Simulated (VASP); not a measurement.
Data:

```xyz
3
Lattice="3.3208 0.0000 0.0000 -1.6604 2.8759 0.0000 0.0000 0.0000 17.9071" Properties=species:S:1:pos:R:3 pbc="T T T"
S      1.6604     0.9586     7.5382
S      0.0000     1.9173    10.3689
Ti     0.0000     0.0000     8.9535
```

Method: LDA (Ceperley-Alder, Perdew-Zunger), VASP's LDA PAW potentials (set 64) (plane waves; VASP). Settings: PREC = Normal, 400 eV cut-off, 18×18×1 Γ-centred mesh, first-order Methfessel-Paxton smearing of 0.10 eV, potentials S Ti_sv.

Q: What does the run give for the energy per atom (σ→0), band gap (on the k-mesh) with the smallest direct gap where there is one?

A: 
band gap (on the k-mesh): none (metal, semimetal or under 0.01 eV)
energy per atom (σ→0): -7278 meV/atom

The absolute energy has meaning only against runs of the same code, potentials and settings.

The cell is a sheet with vacuum, built from TiS2 (1T layered).
